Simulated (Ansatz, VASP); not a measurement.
# Ge (Germanium): VASP beside Ansatz

One calculation is typed for both programs; each brings its own data sets. How far apart do they land? The cell is taken from a series of runs on this material, whose earlier steps may have relaxed, scaled, displaced or heated it; both programs get it as it stands.

Program: Ansatz 0.2.0. Level of theory: plane waves, with VASP 6.6.1 beside it; single point at r2SCAN, spin-orbit coupling. Results are calculated unless marked as measured.

### 1. Set-up

The structure is orthorhombic, space group Imma (No. 74). The conventional cell has a = 3.970 Å, b = 4.012 Å, c = 5.691 Å, α = 90.00°, β = 90.00°, γ = 90.00°. Ge has 4 Ge at 2.45 Å nearest.

### 2. Ansatz: single point, r2SCAN, spin-orbit coupling, pair 1

Ansatz runs on its PAW fully relativistic soft_1 files.

A single point gives forces, pressure and levels at one fixed geometry, so differences don't come from the geometry; what else differs is listed under the comparison.

The input, input.yaml:

```yaml
crystal:
  lattice:
    - [-0.0146311188, 2.821930123, 2.84540751]
    - [2.821930123, -0.0146311188, 2.84540751]
    - [2.8072990042, 2.8072990042, 0.0]
  atoms:
    - { symbol: Ge, position: [0.4993754236, 0.4993754236, 0.5006245764] }
    - { symbol: Ge, position: [0.7506245764, 0.7506245764, 0.7493754236] }
kpoints:
  mp_grid: { grid: [8, 8, 8] }
hamiltonian:
  xc: r2scan
  pseudopotentials: { kind: paw_fr, azcp: { folder: soft_1 } }
scf:
  occupations: { method: gaussian, width: 0.01 }
  n_extra_bands: 16
output:
  eigenvalues: true
  eigenstates:
    kpoints:
      - [0.0, 0.0, 0.0]
      - [-1.8629e-05, 0.003592993, 0.003574364]
      - [0.003592993, -1.8629e-05, 0.003574364]
      - [0.003622885, 0.003622885, 0.0]
      - [0.002527457, 0.002527457, 0.005054914]
      - [-0.002553802, 0.002553802, 0.0]
      - [0.002548594, 0.005102397, 0.002527457]
      - [-0.002574939, -2.1137e-05, 0.002527457]
      - [0.005102397, 0.002548594, 0.002527457]
      - [-2.1137e-05, -0.002574939, 0.002527457]
      - [0.004155334, 0.004155334, 0.00412732]
      - [-2.8014e-05, -2.8014e-05, 0.00412732]
      - [6.503e-06, 0.004176845, 0.0]
      - [0.004176845, 6.503e-06, 0.0]
      - [1.8629e-05, -0.003592993, -0.003574364]
      - [-0.003592993, 1.8629e-05, -0.003574364]
      - [-0.003622885, -0.003622885, 0.0]
      - [-0.002527457, -0.002527457, -0.005054914]
      - [0.002553802, -0.002553802, 0.0]
      - [-0.002548594, -0.005102397, -0.002527457]
      - [0.002574939, 2.1137e-05, -0.002527457]
      - [-0.005102397, -0.002548594, -0.002527457]
      - [2.1137e-05, 0.002574939, -0.002527457]
      - [-0.004155334, -0.004155334, -0.00412732]
      - [2.8014e-05, 2.8014e-05, -0.00412732]
      - [-6.503e-06, -0.004176845, 0.0]
      - [-0.004176845, -6.503e-06, 0.0]
      - [-6.9858e-05, 0.013473724, 0.013403865]
      - [0.013473724, -6.9858e-05, 0.013403865]
      - [0.01358582, 0.01358582, 0.0]
      - [0.009477964, 0.009477964, 0.018955928]
      - [-0.009576759, 0.009576759, 0.0]
      - [0.009557228, 0.019133987, 0.009477964]
      - [-0.009656023, -7.9264e-05, 0.009477964]
      - [0.019133987, 0.009557228, 0.009477964]
      - [-7.9264e-05, -0.009656023, 0.009477964]
      - [0.015582502, 0.015582502, 0.015477451]
      - [-0.000105052, -0.000105052, 0.015477451]
      - [2.4386e-05, 0.015663168, 0.0]
      - [0.015663168, 2.4386e-05, 0.0]
      - [6.9858e-05, -0.013473724, -0.013403865]
      - [-0.013473724, 6.9858e-05, -0.013403865]
      - [-0.01358582, -0.01358582, 0.0]
      - [-0.009477964, -0.009477964, -0.018955928]
      - [0.009576759, -0.009576759, 0.0]
      - [-0.009557228, -0.019133987, -0.009477964]
      - [0.009656023, 7.9264e-05, -0.009477964]
      - [-0.019133987, -0.009557228, -0.009477964]
      - [7.9264e-05, 0.009656023, -0.009477964]
      - [-0.015582502, -0.015582502, -0.015477451]
      - [0.000105052, 0.000105052, -0.015477451]
      - [-2.4386e-05, -0.015663168, 0.0]
      - [-0.015663168, -2.4386e-05, 0.0]
      - [0.0, 0.5, 0.0]
      - [-1.8629e-05, 0.503592993, 0.003574364]
      - [0.003592993, 0.499981371, 0.003574364]
      - [0.003622885, 0.503622885, 0.0]
      - [0.002527457, 0.502527457, 0.005054914]
      - [-0.002553802, 0.502553802, 0.0]
      - [0.002548594, 0.505102397, 0.002527457]
      - [-0.002574939, 0.499978863, 0.002527457]
      - [0.005102397, 0.502548594, 0.002527457]
      - [-2.1137e-05, 0.497425061, 0.002527457]
      - [0.004155334, 0.504155334, 0.00412732]
      - [-2.8014e-05, 0.499971986, 0.00412732]
      - [6.503e-06, 0.504176845, 0.0]
      - [0.004176845, 0.500006503, 0.0]
      - [1.8629e-05, 0.496407007, -0.003574364]
      - [-0.003592993, 0.500018629, -0.003574364]
      - [-0.003622885, 0.496377115, 0.0]
      - [-0.002527457, 0.497472543, -0.005054914]
      - [0.002553802, 0.497446198, 0.0]
      - [-0.002548594, 0.494897603, -0.002527457]
      - [0.002574939, 0.500021137, -0.002527457]
      - [-0.005102397, 0.497451406, -0.002527457]
      - [2.1137e-05, 0.502574939, -0.002527457]
      - [-0.004155334, 0.495844666, -0.00412732]
      - [2.8014e-05, 0.500028014, -0.00412732]
      - [-6.503e-06, 0.495823155, 0.0]
      - [-0.004176845, 0.499993497, 0.0]
      - [-6.9858e-05, 0.513473724, 0.013403865]
      - [0.013473724, 0.499930142, 0.013403865]
      - [0.01358582, 0.51358582, 0.0]
      - [0.009477964, 0.509477964, 0.018955928]
      - [-0.009576759, 0.509576759, 0.0]
      - [0.009557228, 0.519133987, 0.009477964]
      - [-0.009656023, 0.499920736, 0.009477964]
      - [0.019133987, 0.509557228, 0.009477964]
      - [-7.9264e-05, 0.490343977, 0.009477964]
      - [0.015582502, 0.515582502, 0.015477451]
      - [-0.000105052, 0.499894948, 0.015477451]
      - [2.4386e-05, 0.515663168, 0.0]
      - [0.015663168, 0.500024386, 0.0]
      - [6.9858e-05, 0.486526276, -0.013403865]
      - [-0.013473724, 0.500069858, -0.013403865]
      - [-0.01358582, 0.48641418, 0.0]
      - [-0.009477964, 0.490522036, -0.018955928]
[... 9 lines left out ...]
      - [-0.015663168, 0.499975614, 0.0]
      - [0.0, 0.0, 0.5]
      - [-1.8629e-05, 0.003592993, 0.503574364]
      - [0.003592993, -1.8629e-05, 0.503574364]
      - [0.003622885, 0.003622885, 0.5]
      - [0.002527457, 0.002527457, 0.505054914]
      - [-0.002553802, 0.002553802, 0.5]
      - [0.002548594, 0.005102397, 0.502527457]
      - [-0.002574939, -2.1137e-05, 0.502527457]
      - [0.005102397, 0.002548594, 0.502527457]
      - [-2.1137e-05, -0.002574939, 0.502527457]
      - [0.004155334, 0.004155334, 0.50412732]
      - [-2.8014e-05, -2.8014e-05, 0.50412732]
      - [6.503e-06, 0.004176845, 0.5]
      - [0.004176845, 6.503e-06, 0.5]
      - [1.8629e-05, -0.003592993, 0.496425636]
      - [-0.003592993, 1.8629e-05, 0.496425636]
      - [-0.003622885, -0.003622885, 0.5]
      - [-0.002527457, -0.002527457, 0.494945086]
      - [0.002553802, -0.002553802, 0.5]
      - [-0.002548594, -0.005102397, 0.497472543]
      - [0.002574939, 2.1137e-05, 0.497472543]
      - [-0.005102397, -0.002548594, 0.497472543]
      - [2.1137e-05, 0.002574939, 0.497472543]
      - [-0.004155334, -0.004155334, 0.49587268]
      - [2.8014e-05, 2.8014e-05, 0.49587268]
      - [-6.503e-06, -0.004176845, 0.5]
      - [-0.004176845, -6.503e-06, 0.5]
      - [-6.9858e-05, 0.013473724, 0.513403865]
      - [0.013473724, -6.9858e-05, 0.513403865]
      - [0.01358582, 0.01358582, 0.5]
      - [0.009477964, 0.009477964, 0.518955928]
      - [-0.009576759, 0.009576759, 0.5]
      - [0.009557228, 0.019133987, 0.509477964]
      - [-0.009656023, -7.9264e-05, 0.509477964]
      - [0.019133987, 0.009557228, 0.509477964]
      - [-7.9264e-05, -0.009656023, 0.509477964]
      - [0.015582502, 0.015582502, 0.515477451]
      - [-0.000105052, -0.000105052, 0.515477451]
      - [2.4386e-05, 0.015663168, 0.5]
      - [0.015663168, 2.4386e-05, 0.5]
      - [6.9858e-05, -0.013473724, 0.486596135]
      - [-0.013473724, 6.9858e-05, 0.486596135]
      - [-0.01358582, -0.01358582, 0.5]
      - [-0.009477964, -0.009477964, 0.481044072]
      - [0.009576759, -0.009576759, 0.5]
      - [-0.009557228, -0.019133987, 0.490522036]
      - [0.009656023, 7.9264e-05, 0.490522036]
      - [-0.019133987, -0.009557228, 0.490522036]
      - [7.9264e-05, 0.009656023, 0.490522036]
      - [-0.015582502, -0.015582502, 0.484522549]
      - [0.000105052, 0.000105052, 0.484522549]
      - [-2.4386e-05, -0.015663168, 0.5]
      - [-0.015663168, -2.4386e-05, 0.5]
      - [1.6796e-05, 0.402891786, 0.402908582]
      - [-1.833e-06, 0.406484779, 0.406482946]
      - [0.003609789, 0.402873157, 0.406482946]
      - [0.003639681, 0.406514671, 0.402908582]
      - [0.002544253, 0.405419243, 0.407963496]
      - [-0.002537006, 0.405445588, 0.402908582]
      - [0.00256539, 0.407994182, 0.405436039]
      - [-0.002558143, 0.402870649, 0.405436039]
      - [0.005119193, 0.40544038, 0.405436039]
      - [-4.341e-06, 0.400316846, 0.405436039]
      - [0.00417213, 0.40704712, 0.407035902]
      - [-1.1218e-05, 0.402863772, 0.407035902]
      - [2.3299e-05, 0.40706863, 0.402908582]
      - [0.004193641, 0.402898289, 0.402908582]
      - [3.5425e-05, 0.399298793, 0.399334218]
      - [-0.003576197, 0.402910415, 0.399334218]
      - [-0.003606089, 0.3992689, 0.402908582]
      - [-0.002510661, 0.400364329, 0.397853668]
      - [0.002570598, 0.400337983, 0.402908582]
      - [-0.002531798, 0.397789389, 0.400381125]
      - [0.002591735, 0.402912923, 0.400381125]
      - [-0.0050856, 0.400343192, 0.400381125]
      - [3.7933e-05, 0.405466725, 0.400381125]
      - [-0.004138538, 0.398736452, 0.398781262]
      - [4.481e-05, 0.402919799, 0.398781262]
      - [1.0293e-05, 0.398714941, 0.402908582]
      - [-0.004160049, 0.402885283, 0.402908582]
      - [-5.3062e-05, 0.41636551, 0.416312447]
      - [0.01349052, 0.402821927, 0.416312447]
      - [0.013602616, 0.416477606, 0.402908582]
      - [0.00949476, 0.41236975, 0.42186451]
      - [-0.009559963, 0.412468545, 0.402908582]
      - [0.009574024, 0.422025773, 0.412386546]
      - [-0.009639227, 0.402812522, 0.412386546]
      - [0.019150783, 0.412449014, 0.412386546]
      - [-6.2468e-05, 0.393235763, 0.412386546]
      - [0.015599298, 0.418474288, 0.418386032]
      - [-8.8256e-05, 0.402786734, 0.418386032]
      - [4.1182e-05, 0.418554953, 0.402908582]
      - [0.015679964, 0.402916172, 0.402908582]
      - [8.6654e-05, 0.389418062, 0.389504716]
      - [-0.013456928, 0.402961644, 0.389504716]
      - [-0.013569024, 0.389305966, 0.402908582]
      - [-0.009461168, 0.393413822, 0.383952653]
      - [0.009593555, 0.393315027, 0.402908582]
      - [-0.009540432, 0.383757799, 0.393430618]
      - [0.009672819, 0.40297105, 0.393430618]
      - [-0.019117191, 0.393334558, 0.393430618]
      - [9.606e-05, 0.412547809, 0.393430618]
      - [-0.015565706, 0.387309283, 0.387431131]
      - [0.000121848, 0.402996837, 0.387431131]
      - [-7.59e-06, 0.387228618, 0.402908582]
      - [-0.015646372, 0.4028674, 0.402908582]
      - [0.406700079, 0.406700079, 0.0]
      - [0.40668145, 0.410293072, 0.003574364]
      - [0.410293072, 0.40668145, 0.003574364]
      - [0.410322964, 0.410322964, 0.0]
      - [0.409227536, 0.409227536, 0.005054914]
      - [0.404146276, 0.409253881, 0.0]
      - [0.409248673, 0.411802475, 0.002527457]
      - [0.404125139, 0.406678942, 0.002527457]
      - [0.411802475, 0.409248673, 0.002527457]
      - [0.406678942, 0.404125139, 0.002527457]
      - [0.410855413, 0.410855413, 0.00412732]
      - [0.406672065, 0.406672065, 0.00412732]
      - [0.406706582, 0.410876924, 0.0]
      - [0.410876924, 0.406706582, 0.0]
      - [0.406718708, 0.403107086, -0.003574364]
      - [0.403107086, 0.406718708, -0.003574364]
      - [0.403077193, 0.403077193, 0.0]
      - [0.404172622, 0.404172622, -0.005054914]
      - [0.409253881, 0.404146276, 0.0]
      - [0.404151485, 0.401597682, -0.002527457]
      - [0.409275018, 0.406721216, -0.002527457]
      - [0.401597682, 0.404151485, -0.002527457]
      - [0.406721216, 0.409275018, -0.002527457]
      - [0.402544745, 0.402544745, -0.00412732]
      - [0.406728093, 0.406728093, -0.00412732]
      - [0.406693576, 0.402523234, 0.0]
      - [0.402523234, 0.406693576, 0.0]
      - [0.40663022, 0.420173803, 0.013403865]
      - [0.420173803, 0.40663022, 0.013403865]
      - [0.420285899, 0.420285899, 0.0]
      - [0.416178043, 0.416178043, 0.018955928]
      - [0.39712332, 0.416276838, 0.0]
      - [0.416257307, 0.425834066, 0.009477964]
      - [0.397044056, 0.406620815, 0.009477964]
      - [0.425834066, 0.416257307, 0.009477964]
      - [0.406620815, 0.397044056, 0.009477964]
      - [0.422282581, 0.422282581, 0.015477451]
      - [0.406595027, 0.406595027, 0.015477451]
      - [0.406724465, 0.422363247, 0.0]
      - [0.422363247, 0.406724465, 0.0]
      - [0.406769937, 0.393226355, -0.013403865]
      - [0.393226355, 0.406769937, -0.013403865]
      - [0.393114259, 0.393114259, 0.0]
      - [0.397222115, 0.397222115, -0.018955928]
      - [0.416276838, 0.39712332, 0.0]
      - [0.397142851, 0.387566092, -0.009477964]
      - [0.416356102, 0.406779343, -0.009477964]
      - [0.387566092, 0.397142851, -0.009477964]
      - [0.406779343, 0.416356102, -0.009477964]
      - [0.391117577, 0.391117577, -0.015477451]
      - [0.40680513, 0.40680513, -0.015477451]
      - [0.406675693, 0.391036911, 0.0]
      - [0.391036911, 0.406675693, 0.0]
      - [0.0, 0.0, 0.0]
      - [-1.8629e-05, 0.003592993, 0.003574364]
      - [0.003592993, -1.8629e-05, 0.003574364]
      - [0.003622885, 0.003622885, 0.0]
      - [0.002527457, 0.002527457, 0.005054914]
      - [-0.002553802, 0.002553802, 0.0]
      - [0.002548594, 0.005102397, 0.002527457]
      - [-0.002574939, -2.1137e-05, 0.002527457]
      - [0.005102397, 0.002548594, 0.002527457]
      - [-2.1137e-05, -0.002574939, 0.002527457]
      - [0.004155334, 0.004155334, 0.00412732]
      - [-2.8014e-05, -2.8014e-05, 0.00412732]
      - [6.503e-06, 0.004176845, 0.0]
      - [0.004176845, 6.503e-06, 0.0]
      - [1.8629e-05, -0.003592993, -0.003574364]
      - [-0.003592993, 1.8629e-05, -0.003574364]
      - [-0.003622885, -0.003622885, 0.0]
      - [-0.002527457, -0.002527457, -0.005054914]
      - [0.002553802, -0.002553802, 0.0]
      - [-0.002548594, -0.005102397, -0.002527457]
      - [0.002574939, 2.1137e-05, -0.002527457]
      - [-0.005102397, -0.002548594, -0.002527457]
      - [2.1137e-05, 0.002574939, -0.002527457]
      - [-0.004155334, -0.004155334, -0.00412732]
      - [2.8014e-05, 2.8014e-05, -0.00412732]
      - [-6.503e-06, -0.004176845, 0.0]
      - [-0.004176845, -6.503e-06, 0.0]
      - [-6.9858e-05, 0.013473724, 0.013403865]
      - [0.013473724, -6.9858e-05, 0.013403865]
      - [0.01358582, 0.01358582, 0.0]
      - [0.009477964, 0.009477964, 0.018955928]
      - [-0.009576759, 0.009576759, 0.0]
      - [0.009557228, 0.019133987, 0.009477964]
      - [-0.009656023, -7.9264e-05, 0.009477964]
      - [0.019133987, 0.009557228, 0.009477964]
      - [-7.9264e-05, -0.009656023, 0.009477964]
      - [0.015582502, 0.015582502, 0.015477451]
      - [-0.000105052, -0.000105052, 0.015477451]
      - [2.4386e-05, 0.015663168, 0.0]
      - [0.015663168, 2.4386e-05, 0.0]
      - [6.9858e-05, -0.013473724, -0.013403865]
      - [-0.013473724, 6.9858e-05, -0.013403865]
      - [-0.01358582, -0.01358582, 0.0]
      - [-0.009477964, -0.009477964, -0.018955928]
      - [0.009576759, -0.009576759, 0.0]
      - [-0.009557228, -0.019133987, -0.009477964]
      - [0.009656023, 7.9264e-05, -0.009477964]
      - [-0.019133987, -0.009557228, -0.009477964]
      - [7.9264e-05, 0.009656023, -0.009477964]
      - [-0.015582502, -0.015582502, -0.015477451]
      - [0.000105052, 0.000105052, -0.015477451]
      - [-2.4386e-05, -0.015663168, 0.0]
      - [-0.015663168, -2.4386e-05, 0.0]
magnetization:
  noncollinear: true
  spin_orbit: true
checkpoint:
  read: start.run
  write: ck
  compress: false
  write_wavefunctions: false
  write_every: 100000
```

Started as:

```sh
ansatz run input.yaml --threads 4 --pin off --max-ram 9216MiB --backend cpu --events-out ev --progress --plain --runs-dir out
```

Numbers of over 12 decimals in the logs are rounded to 6 here.

The program printed:

```text
scf.n_extra_bands = 16 over 28 filled bands (N_el = 28.0): the run solves 44 bands
Engine: ansatz 0.2.0, x86_64-unknown-linux-gnu
Pseudopotentials: kind: paw_fr
Pseudopotential: Ge, paw, valence charge 14, recommended cutoff 500 eV (meta_gga), soft_1/Ge.paw.azcp
Functional definition: r2SCAN
  parameter k0 = 0.174
  parameter k1 = 0.065
  parameter a1 = 4.9479
  exchange = r2scan_x(k0 = k0, k1 = k1, a1 = a1)
  correlation = r2scan_c
non-collinear run that drives no moment, with spin-orbit: no starting moment large enough to seed its density (crystal.atoms[].spin), no starting occupations that ask for one, no magnetisation constraint and no magnetic field, so the semilocal B_xc is pinned to zero
Crystal: 2 atoms, lattice volume = 45.316 Å³
Basis set: ecut = 500 eV, 1167 PW (Γ), exchange–correlation on 120×120×120 points (64 copies of the dense FFT grid, shifted against one another)
Bands: 44, of which v1, the nominal top of the filled ones, is band 28 counted from 1 (27 counted from 0)
Symmetry: 8 space group operations + 8 with time reversal
Magnetic group: BNS 74.555 (UNI 653), of the structure as read, at distance tolerance 3.6e-5 Å
k-points: 95 of 512
Projection manifold: j_resolved (fully-relativistic pseudo-atomic orbitals)
Non-local potential: Ge, projectors of the file, resolved by j, l = 0: 2, l = 1: 4, l = 2: 6, l = 3: 2
PAW form: soft (Blöchl's): semilocal exchange-correlation on the pseudo side does not see the compensation charge
PAW frozen core: Ge, regenerated for the run's functional (the file was generated under x = pbe(κ = 0.804, μ = 0.219515), c = pbe(β = 0.066725))
PAW one-centre angular grid: Ge, 590 points (default); XC on 261 of its mesh's 2687 points in the sphere
Initial density: read from a saved state, or passed on in memory by an earlier SCF of this step, an earlier step, the calling program or the single point that the run made first
Initial wavefunctions: pseudopotential atomic-orbital guess
Functional: x = r2scan, c = r2scan; τ floored in thin density (d = 2e-4 eV/Å³)
iter 1 solved again at ethr=3.21e-7 eV; its pass at ethr=3.10e-3 eV (dr2=8.99e-5 eV) is discarded
SCF iter   1: F=—  HF=-8600.354754 eV  |F-HF|=—  |Δ(HF+E_count)|=         —  Δρ=8.01e-7  dr2=1.53e-10  dr2_τ=6.26e-13  dr2_m=0.00e0 (ungated)  ethr=3.21e-7  |M|=0.00e0 ∫|m|=0.00e0 μB  |m|>n=0.0e0 m-floor=0.0e0 τ_xc=0.0e0  β_m=0.30  ⟨swp⟩=4.5  Hψ=16132  notcnv=0
eigensolver tolerance schedule: the retry pair's looser diagonalisation over-reported the residual by 586478.61 of it (diagonalisation noise at an unbounded share of the residual, at the tolerance the schedule requests for it); recorded, not acted on — ethr = c·dr2/N_el stays at c = 1.0e-1
preconditioner: auto → none  [insulator: Δε(μ)=0.270 eV  Ē_g=27.710 eV  σ=0.010 eV  W_gap=1.00  n_scr=14 (ndim 8)  ℏωp=29.2 eV  f_vac=0.073  D(μ)=0.00/eV (n_scr^D=0)  ε∞_Penn≈2.1]
SCF iter   2: F=-8600.354754 eV  HF=-8600.354754 eV  |F-HF|=1.64e-11  |Δ(HF+E_count)|=   4.12e-9  Δρ=3.06e-7  dr2=2.75e-11  dr2_τ=4.33e-13  dr2_m=0.00e0 (ungated)  ethr=1.00e-12  |M|=0.00e0 ∫|m|=0.00e0 μB  |m|>n=0.0e0 m-floor=0.0e0 τ_xc=0.0e0  ⟨swp⟩=6.0  Hψ=7873  notcnv=0
SCF 1 converged in 2 iterations: F = -8600.354754 eV  dr2 = 2.75e-11
  greatest PAW one-centre occupation: 0.997 electrons in one spin orbital (limit 2), on the Ge atom at site 1 (counted from 0), in its partial waves of l = 2
NSCF: frozen V_eff on 318 k-points
SCF converged after 2 iterations
Magnetization: |M| = 0.0000 μB,  M = (+0.0000, +0.0000, +0.0000) μB
Absolute magnetization: 0.0000 μB (∫|m|)
  site 0: m = (+0.0000, +0.0000, +0.0000) μB, |m| = 0.0000 μB  (R = 1.01 Å)
  site 1: m = (+0.0000, +0.0000, +0.0000) μB, |m| = 0.0000 μB  (R = 1.01 Å)
Free energy (F): -8600.354754 eV
Harris-Foulkes:  -8600.354754 eV  (|F-HF|=1.64e-11)
Internal energy: -8600.354754 eV  (E = F + TS)
E sigma→0 (E₀):  -8600.354754 eV
Fermi energy:    8.606662 eV
--- Per-component energies (eV) ---
  E_band       = -319.085496
  E_kinetic    = 185.087311
  E_local      = -4503.791431  (includes V_loc(G=0)·N_el)
  E_nonlocal   = 437.267757
  E_hartree    = 2149.237946
  E_xc         = -131.810280
  E_vxc        = -136.749390  (∫ρ·V_xc dr)
  E_paw        = -4047.797615  (= ΣΔE_a)
  E_vpaw       = -606.531739  (= ΣTr[D̂ρ^β])
  E_aug_tail   = -0.000009  (compensation charges beyond the density's cutoff)
  E_vtau       = 7.155977  (kinetic-family band-sum trace: ∫τ·v_τ [+ j·A + Jᵃ·Aᵃ] dr)
  E_ewald      = -2686.408599
  E_core_change = -2.139835  (= ΣΔE_core)
  E_smearing   = -0.000000  (= −TS)
  E_closure    = -0.000000  (closes the sum)
  Σ components = -8600.354754   (vs F -8600.354754, Δ=0.00e0)
--- Band table (eV; the first three rows and the last of 95) ---
  k-point 0: bands = [... 24 lower, 8.3956, 8.3956, 8.4719, 8.4719, 8.7664, 8.7664, 10.9116, 10.9116, ... 12 higher]
  k-point 1: bands = [... 24 lower, 7.8710, 7.8710, 8.0569, 8.0569, 9.6225, 9.6225, 11.4360, 11.4360, ... 12 higher]
  k-point 2: bands = [... 24 lower, 7.2894, 7.2894, 7.4734, 7.4734, 9.2414, 9.2414, 12.1225, 12.1225, ... 12 higher]
  k-point 94: bands = [... 24 lower, 5.0909, 5.0909, 5.2184, 5.2184, 9.2828, 9.2828, 9.4576, 9.4576, ... 12 higher]
```

(Part 1 of 3 ends here.)

[Lines on the potential files, build, host, timing and source positions are cut from VASP's logs without a mark.]

[Logs are printed without paths, hosts, clocks, repeated set-up lines and the standing remarks that a program may print on its own settings, such as how far it seeks lower states.]

[Hosts, paths, dates, database ids (printed as entryN), source tags and the programs' standing remarks are cut or masked in the printed files.]
